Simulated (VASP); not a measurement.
Crystal: Al3Si2F.

```
CELL_PARAMETERS angstrom
4.04151 0.00000 0.00000
-2.02075 3.50005 0.00000
0.00000 0.00000 6.42558
ATOMIC_POSITIONS crystal
Al 0.66667 0.33333 0.48513
Al 0.66667 0.33333 0.05273
Al 0.00000 0.00000 0.93283
Si 0.33333 0.66667 0.72526
Si 0.33333 0.66667 0.26339
F 0.00000 0.00000 0.54066
```

The cell was built by a generator and needn't be a form met in nature.

```yaml
Program: VASP 6.6.1
Task: relaxation of cell and atoms
Functional: PBE
Potentials_or_basis: VASP PAW PBE potentials, release 64 (Al, Si, F)
Cutoff: 520 eV
k_mesh: 4 × 4 × 2
Occupations: gaussian, width 0.15 eV
Spin: no spin polarisation
```

At the start: pressure 5.0 GPa; volume 15.15 Å³/atom.

**Question.** Where does the relaxation end?

**Answer.** Over 19 steps the energy falls by 131.4 meV/atom and the volume is 16.24 Å³/atom (+7.2 %); space group P3m1 (No. 156, to 0.05 Å).

The path:
| step | energy change (eV) | largest force (eV/Å) | pressure (GPa) | volume (Å³) |
| --- | --- | --- | --- | --- |
| 1 | 0.0000 | 1.0843 | 4.97 | 90.89 |
| 2 | -0.3094 | 0.9088 | -1.49 | 97.11 |
| 3 | -0.3134 | 0.9019 | -2.10 | 97.96 |
| 4 | -0.4015 | 0.9128 | -0.82 | 96.08 |
| 5 | -0.4929 | 0.7387 | 3.76 | 90.52 |
| 6 | -0.5304 | 0.6453 | 3.89 | 90.56 |
| 7 | -0.6101 | 0.3770 | 4.32 | 90.69 |
| 8 | -0.5713 | 1.0478 | 6.59 | 90.95 |
| 9 | -0.6312 | 0.3524 | 4.76 | 90.77 |
| 10 | -0.7002 | 0.2704 | 2.49 | 93.17 |
| 11 | -0.7378 | 0.2707 | -0.49 | 96.70 |
| 12 | -0.7485 | 0.2286 | -0.37 | 96.68 |
| 13 | -0.7688 | 0.2978 | 0.03 | 96.58 |
| 14 | -0.7482 | 0.4164 | 1.00 | 96.32 |
| 15 | -0.7716 | 0.3392 | 0.31 | 96.52 |
| 16 | -0.7807 | 0.2452 | 0.24 | 96.92 |
| 17 | -0.7866 | 0.1133 | -0.11 | 97.88 |
| 18 | -0.7875 | 0.0983 | -0.08 | 97.62 |
| 19 | -0.7886 | 0.0604 | 0.07 | 97.46 |

Final structure:
```
Al Si F
1.0
     4.21804    0.00000    0.00000
    -2.10902    3.65293    0.00000
     0.00000    0.00000    6.32509
Al Si F
3 2 1
Direct
  0.66667 0.33333 0.52119
  0.66667 0.33333 0.10448
  0.00000 0.00000 0.84026
  0.33333 0.66667 0.72632
  0.33333 0.66667 0.27784
  0.00000 0.00000 0.52990
```

Caveat: the k mesh is coarse (spacing up to 0.49 Å⁻¹), so the values aren't converged.
